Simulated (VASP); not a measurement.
Consider the following.

```
CELL_PARAMETERS angstrom
     -1.59653     1.59653     3.91897
      1.59653    -1.59653     3.91897
      1.59653     1.59653    -3.91897
ATOMIC_POSITIONS crystal
  Si 0.66439 0.66439 0.00000
  Si 0.33561 0.33561 0.00000
  Mo 0.00000 0.00000 0.00000
```

All values below come from SCAN meta-GGA, VASP's PBE PAW potentials (set 64) (plane waves; VASP 6.6.1). Numerical set-up: 520 eV cut-off, 15×15×15 Γ-centred mesh, tetrahedra with Blöchl corrections, potentials Si Mo_sv.

The cores are frozen, which limits the accuracy of field gradients.

Task: Give the principal components of the electric field gradient (V/Å²) and the asymmetry η at each nucleus.

Result: 
```csv
atom,Vxx,Vyy,Vzz,η
Si1,7.2,7.2,-14.3,0.00
Si2,7.2,7.2,-14.3,0.00
Mo3,27.5,27.5,-55.0,0.00
```

The compound is MoSi2 in the MoSi2 type structure. It was relaxed first.
